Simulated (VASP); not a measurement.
A convergence study with VASP on FeO (space group no. 225 when undisturbed): one setting is varied, all else stays as given below, so the limit is that of these other settings. One atom is moved off its site, so that forces are finite.

```yaml
crystal:
  lattice:
    - [4.31701, 2.15850, 2.15850]
    - [2.15850, 4.31701, 2.15850]
    - [2.15850, 2.15850, 4.31701]
  atoms:
    - { symbol: Fe, position: [0.00334, 0.00334, 0.00334], spin: 4.0 }
    - { symbol: Fe, position: [0.50000, 0.50000, 0.50000], spin: -4.0 }
    - { symbol: O, position: [0.25000, 0.25000, 0.25000] }
    - { symbol: O, position: [0.75000, 0.75000, 0.75000] }
```

The numbers are results of PBEsol GGA, VASP's PBE PAW potentials (set 64) (plane waves; VASP), not measurements. The tightest run used: 400 eV cut-off, 13×13×13 Γ-centred mesh, Fermi-Dirac smearing of 0.010 eV, potentials Fe O.

| setting | E (eV/atom) | pressure (GPa) | largest force (eV/Å) | moment (μB) | irreducible k-points |
|---|---|---|---|---|---|
| 2×2×2 mesh | -7.8551 | -18.37 | 0.624 | 0.013 | 4 |
| 3×3×3 mesh | -7.9256 | -17.20 | 0.632 | 0.000 | 6 |
| 4×4×4 mesh | -7.8908 | -15.96 | 0.382 | -0.012 | 13 |

Problem. These are the cheaper rows. Estimate the results at 13×13×13 mesh, and how far the last row shown lies from them.

Solution. 
```csv
quantity,tightest run,last row shown is off by
E (eV/atom),-7.9028,0.0120
pressure (GPa),-16.33,0.37
largest force (eV/Å),0.489,-0.107
moment (μB),-0.002,-0.010
```

Left out are rungs that failed or repeat a setting and relaxations that didn't move; long series are thinned to 24 rows.

The structure is a typed FeO crystal (space group no. 225). The cell was not relaxed at this level, it is distorted from the ideal structure. The spin order is the one that the start imposed; others were not tried in this run.
